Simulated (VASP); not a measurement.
Output of a VASP run:

**OSZICAR**
```
       N       E                     dE             d eps       ncg     rms          rms(c)
DAV:   1     0.315656183885E+03    0.31566E+03   -0.23094E+04  2104   0.103E+03
DAV:   2    -0.308060834846E+02   -0.34646E+03   -0.33849E+03  2188   0.317E+02
DAV:   3    -0.494232051233E+02   -0.18617E+02   -0.18500E+02  2247   0.634E+01
DAV:   4    -0.498568920233E+02   -0.43369E+00   -0.43222E+00  2163   0.950E+00
DAV:   5    -0.498698142148E+02   -0.12922E-01   -0.12917E-01  2282   0.142E+00    0.339E+01
DAV:   6    -0.476037597734E+02    0.22661E+01   -0.23326E+01  1955   0.252E+01    0.127E+01
DAV:   7    -0.471412106693E+02    0.46255E+00   -0.96040E+00  1944   0.156E+01    0.786E+00
DAV:   8    -0.468145298992E+02    0.32668E+00   -0.14901E+00  2288   0.656E+00    0.274E+00
DAV:   9    -0.468222727124E+02   -0.77428E-02   -0.16027E-01  2370   0.183E+00    0.122E+00
DAV:  10    -0.468147787048E+02    0.74940E-02   -0.61331E-02  2125   0.137E+00    0.339E-01
DAV:  11    -0.468147301198E+02    0.48585E-04   -0.25476E-03  2183   0.269E-01    0.165E-01
DAV:  12    -0.468146555808E+02    0.74539E-04   -0.55110E-04  2292   0.116E-01    0.668E-02
DAV:  13    -0.468146729657E+02   -0.17385E-04   -0.16074E-04  2143   0.657E-02    0.123E-02
DAV:  14    -0.468146776780E+02   -0.47123E-05   -0.13673E-05  1837   0.208E-02    0.133E-02
DAV:  15    -0.468146790836E+02   -0.14056E-05   -0.27444E-06  1853   0.730E-03    0.417E-03
DAV:  16    -0.468146789262E+02    0.15745E-06   -0.95173E-07  1396   0.592E-03
   1 F= -.46814679E+02 E0= -.46814679E+02  d E =-.488412-155
```

### OUTCAR
```
------------------------ aborting loop because EDIFF is reached ----------------------------------------
  FORCE on cell =-STRESS in cart. coord.  units (eV):
  Direction    XX          YY          ZZ          XY          YZ          ZX
  --------------------------------------------------------------------------------------
  Total       -3.8280360     -3.8280333     -2.1477999     -0.0000007      0.0000000      0.0000000
  in kB      -52.5344857    -52.5344482    -29.4755750     -0.0000095      0.0000000      0.0000000
  external PRESSURE =     -44.8481696 kB  Pullay stress =       0.0000000 kB
  volume of cell :      116.75
      direct lattice vectors                 reciprocal lattice vectors
     3.194031000  0.000000000  0.000000000     0.313083999  0.180759139  0.000000000
    -1.597015000  2.766111000  0.000000000     0.000000000  0.361518392  0.000000000
     0.000000000  0.000000000 13.213972000     0.000000000  0.000000000  0.075677472
 POSITION                                       TOTAL-FORCE (eV/Angst)
 -----------------------------------------------------------------------------------
      0.00000      0.00000      3.30349         0.000000     -0.000000     -0.000000
      0.00000      0.00000      9.91048        -0.000000     -0.000000      0.000000
     -0.00000      1.84407      4.85931         0.000000     -0.000000     -0.265099
      1.59702      0.92204      8.35467         0.000000      0.000000      0.265099
      1.59702      0.92204     11.46629        -0.000000      0.000000     -0.265099
     -0.00000      1.84407      1.74768         0.000000     -0.000000      0.265099
 -----------------------------------------------------------------------------------
    total drift:                                0.000000      0.000000      0.000000
  FREE ENERGIE OF THE ION-ELECTRON SYSTEM (eV)
  ---------------------------------------------------
  free  energy   TOTEN  =       -46.8146789262 eV

  energy  without entropy=      -46.8146789262  energy(sigma->0) =      -46.81467893
```
(Selected blocks of OUTCAR.)

**POSCAR**
```
MoS2
1
    3.1940310000     0.0000000000     0.0000000000
   -1.5970150000     2.7661110000     0.0000000000
    0.0000000000     0.0000000000    13.2139720000
Mo S
2 4
Direct
  0.0000000000   0.0000000000   0.2500000000
  0.0000000000   0.0000000000   0.7500000000
  0.3333330000   0.6666670000   0.3677400000
  0.6666670000   0.3333330000   0.6322600000
  0.6666670000   0.3333330000   0.8677400000
  0.3333330000   0.6666670000   0.1322600000
```

**Question.** Write an INCAR and KPOINTS that could have produced this output.

**Answer.** This is not unique; one that fits is the input of the run itself, PBEsol GGA, plane waves, VASP's PBE PAW potentials (set 64).

KPOINTS:
```
kpoints
0
G
  10 10 2
0 0 0
```

### INCAR
```
ALGO  =  Normal
EDIFF  =  1E-6
ENCUT  =  300
GGA  =  PS
ISIF  =  2
ISMEAR  =  0
LASPH  =  .TRUE.
LCHARG  =  .FALSE.
LMAXMIX  =  4
LREAL  =  .FALSE.
LWAVE  =  .FALSE.
NELM  =  100
PREC  =  Accurate
SIGMA  =  0.01
SYSTEM  =  MoS2
```

POTCAR, in this order: Mo_sv S (PBE.64 set). Program: vasp_std.

At this cut-off the stress carries a Pulay error, which pulls relaxed volumes low.

The structure comes from a computed database's MoS2 entry; how it stands against other phases isn't given here. The cell was not relaxed at this level. The run is one of a series of settings (GGA = PS against the base run), some of them coarse on purpose.
